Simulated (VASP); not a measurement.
Be3CdO4:

```
CELL_PARAMETERS angstrom
4.56000 0.00000 0.00000
-2.28000 3.94908 0.00000
0.00000 0.00000 8.60000
ATOMIC_POSITIONS crystal
Be 0.00000 0.00000 0.00000
Be 0.66667 0.33333 0.93800
Be 0.33333 0.66667 0.06200
Be 0.00000 0.00000 0.50000
Be 0.33333 0.66667 0.43800
Be 0.66667 0.33333 0.56200
Cd 0.33333 0.66667 0.75000
Cd 0.66667 0.33333 0.25000
O 0.66495 0.66495 0.00000
O 0.00000 0.33505 0.00000
O 0.33505 0.00000 0.00000
O 0.66495 0.66495 0.50000
O 0.00000 0.33505 0.50000
O 0.33505 0.00000 0.50000
O 0.66667 0.33333 0.75000
O 0.33333 0.66667 0.25000
```

The cell was built by a generator and needn't be a form met in nature.

```yaml
Program: VASP 6.6.1
Task: relaxation of cell and atoms
Functional: PBE
Potentials_or_basis: VASP PAW PBE potentials, release 64 (Be, Cd, O)
Cutoff: 520 eV
k_mesh: 4 × 4 × 2
Occupations: gaussian, width 0.15 eV
Spin: no spin polarisation
```

At the start: pressure 4.4 GPa; volume 9.68 Å³/atom.

Task: Where does the relaxation end?

Result: Over 4 steps the energy falls by 14.1 meV/atom and the volume is 9.99 Å³/atom (+3.2 %); space group P-62c (No. 190, to 0.05 Å).

The path:
| step | energy change (eV) | largest force (eV/Å) | pressure (GPa) | volume (Å³) |
| --- | --- | --- | --- | --- |
| 1 | 0.0000 | 1.1783 | 4.43 | 154.87 |
| 2 | -0.2131 | 0.2468 | -1.24 | 160.94 |
| 3 | -0.2149 | 0.2112 | -0.58 | 160.34 |
| 4 | -0.2263 | 0.0459 | -0.19 | 159.78 |

Final structure:
```
Be Cd O
1.0
     4.58673    0.00000    0.00000
    -2.29336    3.97222    0.00000
     0.00000    0.00000    8.76950
Be Cd O
6 2 8
Direct
  0.00000 0.00000 0.00000
  0.66667 0.33333 0.93099
  0.33333 0.66667 0.06901
  0.00000 0.00000 0.50000
  0.33333 0.66667 0.43099
  0.66667 0.33333 0.56901
  0.33333 0.66667 0.75000
  0.66667 0.33333 0.25000
  0.66533 0.66533 0.00000
  0.00000 0.33467 0.00000
  0.33467 0.00000 0.00000
  0.66533 0.66533 0.50000
  0.00000 0.33467 0.50000
  0.33467 0.00000 0.50000
  0.66667 0.33333 0.75000
  0.33333 0.66667 0.25000
```
